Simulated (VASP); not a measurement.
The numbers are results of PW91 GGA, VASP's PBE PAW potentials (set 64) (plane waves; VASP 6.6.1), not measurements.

VASP input:

INCAR:
```
SYSTEM = ZrB2
PREC = Accurate; ENCUT = 520; LREAL = F
LASPH = T
EDIFF = 1E-7; NELM = 100; ALGO = Normal
LMAXMIX = 4
ISMEAR = 1; SIGMA = 0.1
GGA = 91
IBRION = 2; NSW = 30; ISIF = 4
EDIFFG = -0.01
LWAVE = F; LCHARG = F
```

### POSCAR
```
ZrB2
1
    1.5850306820    -2.7453541429     0.0000000000
    1.5850306820     2.7453541429     0.0000000000
    0.0000000000     0.0000000000     3.5525858828
Zr B
1 2
Direct
  0.0000000000   0.0000000000   0.0000000000
  0.3333330000   0.6666670000   0.5000000000
  0.6666670000   0.3333330000   0.5000000000
```

File KPOINTS:
```
Regular mesh
0
G
11 11 9
0 0 0
```

POTCAR, in this order: Zr_sv B (PBE.64 set). Program: vasp_std.

### Question
What does the run give for the energy per atom (σ→0), band gap (on the k-mesh)?

### Answer

```json
{
 "energy per atom (σ→0)": "-800.5 kJ/mol-atom",
 "band gap (on the k-mesh)": "none (metal, semimetal or under 0.01 eV)"
}
```

### OSZICAR
```
...
   1 F= -.24891073E+02 E0= -.24891088E+02  d E =-.248911E+02
       N       E                     dE             d eps       ncg     rms          rms(c)
DAV:   1    -0.248911716807E+02   -0.98570E-04   -0.52358E-03  2230   0.724E-01    0.512E-02
DAV:   2    -0.248911237373E+02    0.47943E-04   -0.11839E-04  2345   0.927E-02    0.283E-02
DAV:   3    -0.248911040254E+02    0.19712E-04   -0.53735E-05  2395   0.653E-02    0.576E-03
DAV:   4    -0.248911039530E+02    0.72413E-07   -0.11315E-06  2351   0.964E-03    0.265E-03
DAV:   5    -0.248911039790E+02   -0.25995E-07   -0.42466E-08  1615   0.214E-03
   2 F= -.24891104E+02 E0= -.24891123E+02  d E =-.309409E-04
```

The compound is ZrB2 in the AlB2 type structure. This run relaxes it. Symmetry was kept, so distortions that lower it aren't found.
